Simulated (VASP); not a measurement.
Consider the following.

```xyz
1
Lattice="-1.5150 1.5150 1.5150 1.5150 -1.5150 1.5150 1.5150 1.5150 -1.5150" Properties=species:S:1:pos:R:3 pbc="T T T"
V      0.0000     0.0000     0.0000
```

Computed with PBE GGA, VASP's PBE PAW potentials (set 64) (plane waves; VASP). Numerical set-up: 480 eV cut-off, 15×15×15 Γ-centred mesh, first-order Methfessel-Paxton smearing of 0.10 eV, potentials V_sv.

Energy and stress use the plane-wave basis of the starting cell.

The ions, cell shape and volume are relaxed. Give the cell that the relaxation ends in.

```xyz
1
Lattice="-1.4977 1.4977 1.4977 1.4977 -1.4977 1.4977 1.4977 1.4977 -1.4977" Properties=species:S:1:pos:R:3 pbc="T T T"
V      0.0000     0.0000     0.0000
```
Space group Im-3m (229), at a tolerance of 0.03 Å.

How do energy and volume change from the first to the last step?

The energy (σ→0) changes by -9.5 meV/atom and the volume by -3.4 %, in 3 ionic steps.

The compound is V in the bcc structure. This run relaxes it. Symmetry was kept, so distortions that lower it aren't found. The run is not spin-polarised, so no magnetic state was tried.
